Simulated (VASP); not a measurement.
AgI (zinc blende), at 1.04 of the tabulated volume:

```yaml
crystal:
  lattice:
    - [0.00000, 3.29277, 3.29277]
    - [3.29277, 0.00000, 3.29277]
    - [3.29277, 3.29277, 0.00000]
  atoms:
    - { symbol: Ag, position: [0.00000, 0.00000, 0.00000] }
    - { symbol: I, position: [0.25000, 0.25000, 0.25000] }
```

The lowest empty band near Γ, direction [100], from mBJ (TB09) with spin-orbit coupling in VASP (PAW); its two spin partners are averaged. The gap over the points computed is 2.55 eV, and the next band on that side lies 3.75 eV away at the edge.

Settings: 400 eV cut-off, 8×8×8 Γ-centred mesh, Gaussian smearing of 0.050 eV, potentials Ag I.

```
distance from the edge in k (1/Å)  distance in energy (meV)
---------------------------------  ------------------------
0.018                                                   4.3
0.025                                                   8.2
0.035                                                  16.0
0.050                                                  32.4
0.070                                                  62.8
```

Q: Fit E(1 + αE) = ħ²k²/2m* (ħ²/2m0 = 3.810 eV Å²) and predict the row at 0.095 1/Å.

A: Least squares on the energies gives the electron mass m* = 0.290 m0 and α = 0.40 per eV, and so 113.4 meV. The run gave 113.8 meV, +0.4 meV from the fit.

Left out are points under 3 meV from the edge, since the levels carry 0.1 meV, and points farther than half the way to the next band.

The compound is AgI in the zinc blende structure, whereas wurtzite is the usual form. The cell was not relaxed at this level.
